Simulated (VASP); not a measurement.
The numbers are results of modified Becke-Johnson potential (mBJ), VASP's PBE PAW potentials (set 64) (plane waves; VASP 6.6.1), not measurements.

Input for VASP

KPOINTS:
```
Automatic mesh
0
gamma
 8 8 8
```

**KPOINTS_OPT**
```
k-points along high-symmetry lines
5
Line-mode
Reciprocal
  0.000000   0.000000   0.000000 ! GAMMA
 -0.500000  -0.500000   0.000000 ! X

 -0.500000  -0.500000   0.000000 ! X
 -0.375000  -0.375000   0.250000 ! U

 -0.375000  -0.000000   0.375000 ! K
  0.000000   0.000000   0.000000 ! GAMMA

  0.000000   0.000000   0.000000 ! GAMMA
 -0.000000  -0.000000   0.500000 ! L

 -0.000000  -0.000000   0.500000 ! L
 -0.500000  -0.250000   0.250000 ! W

 -0.500000  -0.250000   0.250000 ! W
 -0.500000  -0.500000   0.000000 ! X
```

INCAR:
```
# general
SYSTEM  = SiC
PREC    = Accurate
ENCUT   = 520
LREAL   = F
LASPH   = T

# electronic loop
EDIFF   = 1E-6
NELM    = 200
ALGO    = Normal
LMIXTAU = T

# smearing
ISMEAR  = 0
SIGMA   = 0.05

# functional
METAGGA = MBJ

# ions
ISIF    = 0

# output
LWAVE   = F
LCHARG  = F
```

POSCAR:
```
SiC
2.18970
  0.0000000000   0.9999999104   0.9999999104
  0.9999999104   0.0000000000   0.9999999104
  0.9999999104   0.9999999104   0.0000000000
Si C
1 1
Cartesian
  0.0000000000   0.0000000000   0.0000000000
  0.4999999552   0.4999999552   0.4999999552
```

POTCAR, in this order: Si C (PBE.64 set). Program: vasp_std. Read from the step before: WAVECAR.

Output

File OUTCAR:
```
 ion  position               nearest neighbor table
   1  0.000  0.000  0.000-   2 1.90   2 1.90   2 1.90   2 1.90
   2  0.250  0.250  0.250-   1 1.90   1 1.90   1 1.90   1 1.90
  LATTYP: Found a face centered cubic cell.
 ALAT       =     4.3793996078
 Subroutine PRICEL returns:
 Original cell was already a primitive cell.
 Subroutine GETGRP returns: Found 24 space group operations
The static configuration has the point symmetry T_d .
The dynamic configuration has the point symmetry T_d .
 Subroutine INISYM returns: Found 24 space group operations
 Subroutine IBZKPT returns following result:
 Found     29 irreducible k-points:

 Following reciprocal coordinates:
            Coordinates               Weight
  0.000000  0.000000  0.000000      1.000000
  0.125000  0.000000  0.000000      8.000000
  0.250000  0.000000  0.000000      8.000000
  0.375000  0.000000  0.000000      8.000000
  0.500000  0.000000  0.000000      4.000000
  0.125000  0.125000  0.000000      6.000000
  0.250000  0.125000  0.000000     24.000000
  0.375000  0.125000  0.000000     24.000000
  0.500000  0.125000  0.000000     24.000000
...
```

OSZICAR:
```
       N       E                     dE             d eps       ncg     rms          rms(c)
DAV:   1     0.222369877003E+02    0.22237E+02   -0.18371E+00   464   0.149E+01    0.271E+00
DAV:   2     0.221867973963E+02   -0.50190E-01   -0.10338E+00   480   0.111E+01    0.215E+00
DAV:   3     0.222776677830E+02    0.90870E-01   -0.16846E-02   680   0.115E+00    0.182E+00
DAV:   4     0.226806230292E+02    0.40296E+00   -0.48627E-02   488   0.192E+00    0.863E-01
DAV:   5     0.229492750635E+02    0.26865E+00   -0.33331E-02   488   0.124E+00    0.246E-01
DAV:   6     0.229174109594E+02   -0.31864E-01   -0.52431E-03   496   0.802E-01    0.383E-01
DAV:   7     0.229001355408E+02   -0.17275E-01   -0.37306E-03   472   0.549E-01    0.445E-01
DAV:   8     0.229065487927E+02    0.64133E-02   -0.10727E-03   496   0.272E-01    0.410E-01
DAV:   9     0.229685068750E+02    0.61958E-01   -0.15639E-03   464   0.463E-01    0.240E-01
DAV:  10     0.230009355117E+02    0.32429E-01   -0.72760E-04   464   0.271E-01    0.174E-01
DAV:  11     0.230031610834E+02    0.22256E-02   -0.29885E-05   672   0.589E-02    0.176E-01
DAV:  12     0.230571324496E+02    0.53971E-01   -0.14295E-04   464   0.108E-01    0.139E-02
DAV:  13     0.230544962739E+02   -0.26362E-02   -0.71711E-05   480   0.102E-01    0.183E-02
DAV:  14     0.230629434452E+02    0.84472E-02   -0.39066E-06   640   0.253E-02    0.102E-02
DAV:  15     0.230685284022E+02    0.55850E-02   -0.38191E-06   472   0.203E-02    0.196E-02
DAV:  16     0.230683858627E+02   -0.14254E-03   -0.18518E-06   248   0.141E-02    0.169E-02
DAV:  17     0.230661821299E+02   -0.22037E-02   -0.24051E-07   232   0.536E-03    0.896E-03
DAV:  18     0.230652357542E+02   -0.94638E-03   -0.35229E-07   232   0.525E-03    0.563E-03
DAV:  19     0.230647116761E+02   -0.52408E-03   -0.10295E-07   232   0.326E-03    0.416E-03
DAV:  20     0.230642813982E+02   -0.43028E-03   -0.30528E-08   232   0.160E-03    0.288E-03
DAV:  21     0.230637223210E+02   -0.55908E-03   -0.38051E-08   232   0.174E-03    0.101E-03
DAV:  22     0.230634294983E+02   -0.29282E-03   -0.15312E-08   232   0.131E-03    0.297E-04
DAV:  23     0.230633825433E+02   -0.46955E-04   -0.61138E-09   232   0.910E-04    0.262E-04
DAV:  24     0.230633406944E+02   -0.41849E-04   -0.21673E-09   232   0.407E-04    0.146E-04
DAV:  25     0.230633233835E+02   -0.17311E-04   -0.51483E-10   232   0.243E-04    0.115E-04
DAV:  26     0.230632921858E+02   -0.31198E-04   -0.12457E-10   232   0.105E-04    0.238E-05
DAV:  27     0.230632925676E+02    0.38177E-06   -0.13337E-10   232   0.114E-04
   1 F= 0.23063293E+02 E0= 0.23063293E+02  d E =-.120111E-13
       N       E                     dE             ncg
       N       E                     dE             ncg
```

**OUTCAR**
```
------------------------ aborting loop because EDIFF is reached ----------------------------------------
  volume of cell :       21.00
      direct lattice vectors                 reciprocal lattice vectors
     0.000000000  2.189699804  2.189699804    -0.228341802  0.228341802  0.228341802
     2.189699804  0.000000000  2.189699804     0.228341802 -0.228341802  0.228341802
     2.189699804  2.189699804  0.000000000     0.228341802  0.228341802 -0.228341802
  FREE ENERGIE OF THE ION-ELECTRON SYSTEM (eV)
  ---------------------------------------------------
  free  energy   TOTEN  =        23.0632925676 eV

  energy  without entropy=       23.0632925676  energy(sigma->0) =       23.06329257

     CMBJ =    1.0000

     CMBJA=   -0.0120

     CMBJB=    1.0230

     CMBJE=    0.5000

    CMBJ =    1.2076
```
(Selected blocks of OUTCAR.)

File OUTCAR:
```
 val. band max:        7.7118127504   @ k =   0.0000   0.0000   0.0000

 cond. band min:      10.0667606158   @ k =   0.5000   0.5000   0.0000


 Fermi energy:         7.9533957308

 k-point     1 :       0.0000    0.0000    0.0000
  band No.  band energies     occupation
      1      -7.7152      2.00000
      2       7.7118      2.00000
      3       7.7118      2.00000
      4       7.7118      2.00000
      5      14.5470      0.00000
      6      15.6162      0.00000
      7      15.6162      0.00000
      8      15.6162      0.00000

 k-point     2 :       0.1250    0.0000    0.0000
  band No.  band energies     occupation
      1      -7.4205      2.00000
      2       6.2660      2.00000
      3       7.5070      2.00000
      4       7.5070      2.00000
      5      14.7886      0.00000
      6      15.9998      0.00000
      7      15.9998      0.00000
      8      16.1857      0.00000

 k-point     3 :       0.2500    0.0000    0.0000
  band No.  band energies     occupation
      1      -6.5643      2.00000
      2       3.5072      2.00000
      3       7.0893      2.00000
      4       7.0893      2.00000
      5      14.3211      0.00000
      6      16.3550      0.00000
      7      16.3550      0.00000
      8      17.8829      0.00000

 k-point     4 :       0.3750    0.0000    0.0000
  band No.  band energies     occupation
      1      -5.2929      2.00000
      2       0.8550      2.00000
      3       6.7470      2.00000
      4       6.7470      2.00000
      5      13.9134      0.00000
      6      16.0017      0.00000
      7      16.0017      0.00000
      8      18.7916      0.00000

 k-point     5 :       0.5000    0.0000    0.0000
  band No.  band energies     occupation
      1      -4.4045      2.00000
      2      -0.5214      2.00000
      3       6.6215      2.00000
      4       6.6215      2.00000
      5      13.7716      0.00000
      6      15.7645      0.00000
      7      15.7645      0.00000
...
```

mBJ is a potential without an energy functional, so only the levels count.

The compound is SiC in the zinc blende structure. It was relaxed first. The cell's shape comes from a PBE relaxation.
